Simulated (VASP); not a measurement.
EuMo: relaxation of cell and atoms with LDA

The system is EuMo.

```xyz
2
Lattice="3.5314 0.0000 0.0000 0.0000 3.5314 0.0000 0.0000 0.0000 3.5314" Properties=species:S:1:pos:R:3 pbc="T T T"
Eu    1.7657    1.7657    1.7657
Mo    0.0000    0.0000    0.0000
```

The cell was built by a generator and needn't be a form met in nature.

```yaml
Program: VASP 6.6.1
Task: relaxation of cell and atoms
Functional: LDA
Potentials_or_basis: VASP PAW PBE potentials, release 64 (Eu, Mo_sv)
Cutoff: 600 eV
k_mesh: 6 × 6 × 6
Occupations: fermi-dirac, width 0.05 eV
Spin: collinear spin, ferromagnetic start
Starting_moments: "[7.0, 1.0] μB"
Further_INCAR_settings: ALGO = Normal; EDIFF = 1e-07; NBANDS = 40; IMIX = 1; AMIX = 0.1; IBRION = 2; EDIFFG = -0.02; NSW = 60; ISIF = 3
```

```yaml
Relaxed_volume: 19.54 Å³/atom
Relaxed_cell: a = 3.393 Å, b = 3.393 Å, c = 3.393 Å, α = 90.00°, β = 90.00°, γ = 90.00°
Space_group_after_relaxing_to_0.05_Å: Pm-3m (No. 221)
Energy_gained_by_relaxing: 77.4 meV/atom
Ionic_steps: 3
Pressure_after_relaxing: -0.1 GPa
Band_gap_on_the_k_mesh: none (metal or under the smearing width)
Net_moment: 6.14 μB per cell
Site_moments: Eu +6.27; Mo -0.36 μB
Valence_electrons_inside_the_program's_atomic_spheres: Eu 14.94; Mo 12.51
```

The path:
| step | energy change (eV) | largest force (eV/Å) | pressure (GPa) | volume (Å³) |
| --- | --- | --- | --- | --- |
| 1 | 0.0000 | 0.0000 | -8.89 | 44.04 |
| 2 | -0.1059 | 0.0000 | 7.07 | 36.70 |
| 3 | -0.1548 | 0.0000 | -0.10 | 39.08 |

Final structure:
```xyz
2
Lattice="3.3934 0.0000 0.0000 0.0000 3.3934 0.0000 0.0000 0.0000 3.3934" Properties=species:S:1:pos:R:3 pbc="T T T"
Eu    1.6967    1.6967    1.6967
Mo    0.0000    0.0000    0.0000
```

Levels at points of the mesh, in eV from the Fermi level:
Spin up:
| k point | band 14 | band 15 | band 16 | band 17 | band 18 | band 19 | band 20 | band 21 | band 22 | band 23 |
| --- | --- | --- | --- | --- | --- | --- | --- | --- | --- | --- |
| (0.00, 0.00, 0.00) | -0.69 | -0.60 | -0.60 | -0.60 | -0.59 | 0.34 | 0.34 | 0.34 | 4.15 | 4.15 |
| (0.50, 0.00, 0.00) | -0.99 | -0.81 | -0.49 | -0.49 | 0.11 | 0.53 | 0.95 | 0.95 | 1.63 | 3.08 |
| (0.50, 0.50, 0.00) | -0.78 | -0.66 | -0.62 | -0.62 | -0.49 | -0.47 | 2.23 | 2.69 | 3.82 | 3.82 |
| (0.50, 0.50, 0.50) | -0.52 | -0.52 | -0.41 | -0.41 | -0.41 | -0.30 | -0.30 | -0.30 | 2.32 | 2.32 |
Spin down:
| k point | band 9 | band 10 | band 11 | band 12 | band 13 | band 14 | band 15 | band 16 |
| --- | --- | --- | --- | --- | --- | --- | --- | --- |
| (0.00, 0.00, 0.00) | -4.73 | -3.33 | -3.33 | 0.28 | 0.28 | 0.28 | 3.39 | 3.39 |
| (0.50, 0.00, 0.00) | -2.04 | -1.13 | -1.12 | 0.10 | 0.10 | 0.56 | 1.20 | 2.56 |
| (0.50, 0.50, 0.00) | -3.49 | -2.76 | -1.34 | -1.34 | 2.01 | 2.69 | 2.90 | 2.90 |
| (0.50, 0.50, 0.50) | -0.21 | -0.21 | -0.21 | -0.03 | -0.03 | -0.03 | 2.10 | 2.10 |

Run time: 12 min on 1 thread of AMD EPYC 9R45 96-Core Processor (Zen 5), with other jobs on the host, peak memory 0.18 GiB.

Caveat: the PAW data sets were made with another functional, which shifts forces and pressure a little; spin-orbit coupling is left out, which moves the levels of the heavy elements; without U or exact exchange the open f shell lies at the Fermi level, which spoils levels, moments and volumes. The state reached can hang on the start; a lower one may exist.
